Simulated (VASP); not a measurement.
Here is a VASP 6.6.1 calculation.

INCAR

```
  PREC = Accurate
  ENCUT = 520
  EDIFF = 1E-6
  ISMEAR = 0
  SIGMA = 0.05
  LREAL = F
  LASPH = T
  NELM = 150
  ALGO = Normal
  ISIF = 2
  LWAVE = F
  LCHARG = F
  ISPIN = 2
  MAGMOM = -3.53 0
  LORBIT = 11
  LMAXMIX = 6
  LDAU = T
  LDAUTYPE = 2
  LDAUL = 3 -1
  LDAUU = 3 0
  LDAUJ = 0 0
  LDAUPRINT = 1
  GGA = CA
  NBANDS = 24
```

KPOINTS

```
regular mesh
0
Gamma
  6 6 6
```

The input POSCAR:

```
DyO
1.0
    0.0000000000      2.5261071900      2.5261071900
    2.5261071900      0.0000000000      2.5261071900
    2.5261071900      2.5261071900      0.0000000000
Dy O
1 1
Direct
    0.0000000000      0.0000000000      0.0000000000
    0.2500000000      0.2500000000      0.2500000000
```

Potentials or basis: VASP PAW PBE potentials, release 64 (Dy, O).

Command:

```console
$ cat potpaw_PBE.64/Dy/POTCAR potpaw_PBE.64/O/POTCAR > POTCAR
$ mpirun -np 1 vasp_std > vasp.out
```

**Question.** Predict the pressure.

**Answer.** 8.8 GPa.

**Question.** What does it give for the site moments?

**Answer.** Dy -4.59; O +0.01 μB.

**Question.** Estimate the net moment.

**Answer.** -4.68 μB per cell.

**Question.** Estimate the band gap on the k mesh.

**Answer.** None (metal or under the smearing width).

Eigenvalues of the final occupation matrices:
```csv
site,spin,trace,eigenvalues
site 1 f,1,2.38,0.01 0.01 0.01 0.48 0.48 0.48 0.91
site 1 f,2,6.97,0.99 1.00 1.00 1.00 1.00 1.00 1.00
```

Caveat: the magnetic or orbital state may not be the lowest; the PAW data sets were made with another functional, which shifts forces and pressure a little; spin-orbit coupling is left out, which moves the levels of the heavy elements. The state reached can hang on the start; a lower one may exist.
